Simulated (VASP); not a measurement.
Method: PBE GGA, VASP's PBE PAW potentials (set 64) (plane waves; VASP).

A VASP calculation is set up with these files.

INCAR:
```
SYSTEM = Sm2S3
PREC = Accurate; ENCUT = 400; LREAL = .FALSE.
LASPH = .TRUE.; NELECT = 40.5
EDIFF = 1E-6; NELM = 100; ALGO = Normal
LMAXMIX = 6
ISMEAR = 0; SIGMA = 0.05
GGA = PE
ISIF = 2
LWAVE = .FALSE.; LCHARG = .FALSE.
```

KPOINTS:
```
Automatic mesh
0
Gamma
6 6 6
0 0 0
```

### POSCAR
```
Sm2S3
1
    1.9387770000     1.1193540000     8.9999830000
   -1.9387770000     1.1193540000     8.9999830000
    0.0000000000    -2.2387070000     8.9999830000
Sm S
2 3
Direct
  0.3990000000   0.3990000000   0.3990000000
  0.6010000000   0.6010000000   0.6010000000
  0.0000000000   0.0000000000   0.0000000000
  0.2080000000   0.2080000000   0.2080000000
  0.7920000000   0.7920000000   0.7920000000
```

POTCAR, in this order: Sm_3 S (PBE.64 set). Program: vasp_std.

What VASP printed:

File OSZICAR:
```
       N       E                     dE             d eps       ncg     rms          rms(c)
DAV:   1     0.293660887913E+03    0.29366E+03   -0.17132E+04  1544   0.124E+03
DAV:   2    -0.132847718937E+02   -0.30695E+03   -0.30417E+03  1800   0.334E+02
DAV:   3    -0.290350020613E+02   -0.15750E+02   -0.15332E+02  1976   0.697E+01
DAV:   4    -0.292828953188E+02   -0.24789E+00   -0.24769E+00  1984   0.980E+00
DAV:   5    -0.292883111350E+02   -0.54158E-02   -0.54133E-02  2208   0.129E+00    0.110E+01
DAV:   6    -0.281787528498E+02    0.11096E+01   -0.48140E+00  1808   0.845E+00    0.758E+00
DAV:   7    -0.281405752296E+02    0.38178E-01   -0.45337E-01  1848   0.332E+00    0.320E+00
DAV:   8    -0.281538957164E+02   -0.13320E-01   -0.73312E-02  1984   0.133E+00    0.637E-01
DAV:   9    -0.281527054720E+02    0.11902E-02   -0.82419E-03  1968   0.434E-01    0.424E-01
DAV:  10    -0.281528010313E+02   -0.95559E-04   -0.27158E-03  1928   0.218E-01    0.100E-01
DAV:  11    -0.281528221473E+02   -0.21116E-04   -0.25069E-04  2000   0.722E-02    0.384E-02
DAV:  12    -0.281528547180E+02   -0.32571E-04   -0.47402E-05  1776   0.366E-02    0.241E-02
DAV:  13    -0.281528602422E+02   -0.55242E-05   -0.12575E-05  1664   0.196E-02    0.824E-03
DAV:  14    -0.281528603725E+02   -0.13027E-06   -0.28743E-07  1408   0.368E-03
   1 F= -.28152860E+02 E0= -.28152860E+02  d E =-.303933E-06
```

**OUTCAR**
```
------------------------ aborting loop because EDIFF is reached ----------------------------------------
  FORCE on cell =-STRESS in cart. coord.  units (eV):
  Direction    XX          YY          ZZ          XY          YZ          ZX
  --------------------------------------------------------------------------------------
  Total        7.1338497      7.1338528      4.3142405     -0.0000000      0.0000002     -0.0000000
  in kB       97.5318390     97.5318815     58.9829938     -0.0000000      0.0000022     -0.0000000
  external PRESSURE =      84.6822381 kB  Pullay stress =       0.0000000 kB
  volume of cell :      117.19
      direct lattice vectors                 reciprocal lattice vectors
     1.938777000  1.119354000  8.999983000     0.257894539  0.148895449  0.037037101
    -1.938777000  1.119354000  8.999983000    -0.257894539  0.148895449  0.037037101
     0.000000000 -2.238707000  8.999983000     0.000000000 -0.297790898  0.037037118
 POSITION                                       TOTAL-FORCE (eV/Angst)
 -----------------------------------------------------------------------------------
      0.00000      0.00000     10.77298         0.000000      0.000000      1.045849
      0.00000      0.00000     16.22697         0.000000     -0.000000     -1.045849
      0.00000      0.00000      0.00000         0.000000      0.000000     -0.000000
      0.00000      0.00000      5.61599         0.000000      0.000000      1.918471
      0.00000      0.00000     21.38396         0.000000     -0.000000     -1.918471
 -----------------------------------------------------------------------------------
    total drift:                               -0.000000     -0.000000      0.000000
  FREE ENERGIE OF THE ION-ELECTRON SYSTEM (eV)
  ---------------------------------------------------
  free  energy   TOTEN  =       -28.1528603725 eV

  energy  without entropy=      -28.1528600686  energy(sigma->0) =      -28.15286022
```
(Selected blocks of OUTCAR.)

The 4f electrons are frozen in the core of the lanthanide potential, so 4f levels, which can set the real gap, and their magnetism are missing. The cell is charged, with a uniform compensating background.

The structure was generated: Sm2S3 was put into the Bi2Te3 type (R-3m), which need not be its known phase. The cell was not relaxed at this level. The k-mesh is coarse (spacing up to 0.31 per Å, 2π included), so the numbers may not be converged in it. The run is one of a series of settings (NELECT = 40.5 against the base run), some of them coarse on purpose.
